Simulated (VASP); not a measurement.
A convergence study with VASP on PbS (rock salt): one setting is varied, all else stays as given below, so the limit is that of these other settings. Each run relaxes cell and ions; the cell shown is the tightest run's result. The basis is that of the starting cell, so low cut-offs carry a Pulay error.

```
CELL_PARAMETERS angstrom
      0.00000     3.00350     3.00350
      3.00350     0.00000     3.00350
      3.00350     3.00350     0.00000
ATOMIC_POSITIONS crystal
  Pb 0.00000 0.00000 0.00000
  S  0.50000 0.50000 0.50000
```

These are PBE GGA, VASP's PBE PAW potentials (set 64) (plane waves; VASP) values and carry that method's errors. The tightest run used: 700 eV cut-off, 7×7×7 Γ-centred mesh, Gaussian smearing of 0.050 eV, potentials Pb_d S.

The reference is ENCUT = 700, which took about 2 core-minutes. Costs are core time on shared hosts, one run each; read them as rough ratios.

### Question
Of the settings ENCUT = 200; ENCUT = 250; ENCUT = 300; ENCUT = 350; ENCUT = 400; ENCUT = 450; ENCUT = 500; ENCUT = 550; ENCUT = 600; ENCUT = 650; ENCUT = 700, which is the lowest that keeps the difference from the reference in relaxed volume (Å³/atom) within 0.1 from there on, and what does it cost?

### Answer
ENCUT = 400; its cost over the reference is within a factor of 2.
```tsv
setting	difference in relaxed volume (Å³/atom)	cost over the reference
ENCUT = 200	3.145	about 1/2
ENCUT = 250	0.413	about 1/3
ENCUT = 300	0.251	about 1/3
ENCUT = 350	0.185	about 1/2
ENCUT = 400	0.043	within a factor of 2
ENCUT = 450	0.009	within a factor of 2
ENCUT = 500	0.027	within a factor of 2
ENCUT = 550	0.026	within a factor of 2
ENCUT = 600	0.009	within a factor of 2
ENCUT = 650	0.001	within a factor of 2
ENCUT = 700	0.000	reference
```

Left out are rungs that failed or repeat a setting and relaxations that didn't move; long series are thinned to 24 rows.

The compound is PbS in the rock salt structure.
